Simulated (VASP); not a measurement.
Data:

```
HfGe
1.0
    3.32123     0.00000     0.00000
    0.00000     3.32123     0.00000
    0.00000     0.00000     3.32123
Hf Ge
1 1
Direct
  0.00000   0.00000   0.00000
  0.50000   0.50000   0.50000
```

Level of theory: r2SCAN meta-GGA, VASP's PBE PAW potentials (set 64) (plane waves; VASP). Settings: 400 eV cut-off, 12×12×12 Γ-centred mesh, tetrahedra with Blöchl corrections, potentials Hf_pv Ge_d.

Unless said otherwise, spin-orbit coupling is left out, though it shifts the bands of the heavy elements here.

Predict the energy per atom (σ→0), band gap (over mesh and band path) with the smallest direct gap where there is one.

```
Quantity                                                               Value
----------------------------------  ----------------------------------------
band gap (over mesh and band path)  none (metal, semimetal or under 0.01 eV)
energy per atom (σ→0)                                        -29.752 eV/atom
```

Total energies compare only between runs with the same potentials, cut-off and functional.

The structure was generated: HfGe was put into the CsCl type (Pm-3m), which need not be its known phase. It was relaxed first.
